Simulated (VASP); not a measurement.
Method: PBE GGA, VASP's PBE PAW potentials (set 64) (plane waves; VASP 6.6.1).

VASP input:

### POSCAR
```
BN
1.0
  1.2564379813  -2.1762148131   0.0000000000
  1.2564379813   2.1762148131   0.0000000000
  0.0000000000   0.0000000000   7.6483295463
B N
2 2
Cartesian
  1.2564379813   0.7254063885   1.9120823866
  1.2564379813  -0.7254063885   5.7362471597
  1.2564379813  -0.7254063885   1.9120823866
  1.2564379813   0.7254063885   5.7362471597
```

### KPOINTS
```
Automatic mesh
0
gamma
 9 9 3
0 0 0
```

**INCAR**
```
SYSTEM = BN
PREC = Accurate; ENCUT = 520; LREAL = F
LASPH = T
EDIFF = 1E-6; NELM = 100; ALGO = Normal
ISMEAR = 0; SIGMA = 0.05
GGA = PE
LWAVE = F; LCHARG = T
```

POTCAR, in this order: B N (PBE.64 set). Program: vasp_std.

Output

File OSZICAR:
```
       N       E                     dE             d eps       ncg     rms          rms(c)
DAV:   1     0.743540099131E+02    0.74354E+02   -0.83454E+03   576   0.122E+03
DAV:   2    -0.330521391192E+02   -0.10741E+03   -0.97843E+02   844   0.261E+02
DAV:   3    -0.387793275821E+02   -0.57272E+01   -0.56954E+01   736   0.650E+01
DAV:   4    -0.388496881046E+02   -0.70361E-01   -0.70283E-01   720   0.790E+00
DAV:   5    -0.388509766589E+02   -0.12886E-02   -0.12884E-02   728   0.104E+00    0.112E+01
DAV:   6    -0.355989226371E+02    0.32521E+01   -0.81843E+00   692   0.234E+01    0.505E+00
DAV:   7    -0.352972019658E+02    0.30172E+00   -0.51286E-01   712   0.615E+00    0.313E+00
DAV:   8    -0.352037863387E+02    0.93416E-01   -0.34753E-01   704   0.443E+00    0.452E-01
DAV:   9    -0.352007043489E+02    0.30820E-02   -0.15209E-02   704   0.109E+00    0.188E-01
DAV:  10    -0.352022377988E+02   -0.15334E-02   -0.16304E-03   712   0.358E-01    0.428E-02
DAV:  11    -0.352024270266E+02   -0.18923E-03   -0.22300E-04   692   0.139E-01    0.276E-02
DAV:  12    -0.352024285889E+02   -0.15622E-05   -0.52300E-05   688   0.620E-02    0.488E-03
DAV:  13    -0.352024289256E+02   -0.33670E-06   -0.24288E-06   668   0.141E-02
   1 F= -.35202429E+02 E0= -.35202429E+02  d E =-.130115E-18
```

### OUTCAR
```
------------------------ aborting loop because EDIFF is reached ----------------------------------------
  FORCE on cell =-STRESS in cart. coord.  units (eV):
  Direction    XX          YY          ZZ          XY          YZ          ZX
  --------------------------------------------------------------------------------------
  Total       -0.0292336     -0.0292336      0.0804083     -0.0000000     -0.0000000     -0.0000000
  in kB       -1.1198344     -1.1198348      3.0801529     -0.0000000     -0.0000000     -0.0000000
  external PRESSURE =       0.2801613 kB  Pullay stress =       0.0000000 kB
  volume of cell :       41.83
      direct lattice vectors                 reciprocal lattice vectors
     1.256437981 -2.176214813  0.000000000     0.397950402 -0.229756730  0.000000000
     1.256437981  2.176214813  0.000000000     0.397950402  0.229756730  0.000000000
     0.000000000  0.000000000  7.648329546     0.000000000  0.000000000  0.130747504
  FREE ENERGIE OF THE ION-ELECTRON SYSTEM (eV)
  ---------------------------------------------------
  free  energy   TOTEN  =       -35.2024289256 eV

  energy  without entropy=      -35.2024289256  energy(sigma->0) =      -35.20242893
```
(Selected blocks of OUTCAR.)

Without a dispersion term in the relaxation, distances and binding between the weakly bound layers, chains or molecules are unreliable, and so is what depends on them.

The compound is BN in the hex structure. It was relaxed first, which changed the volume by +16 %.
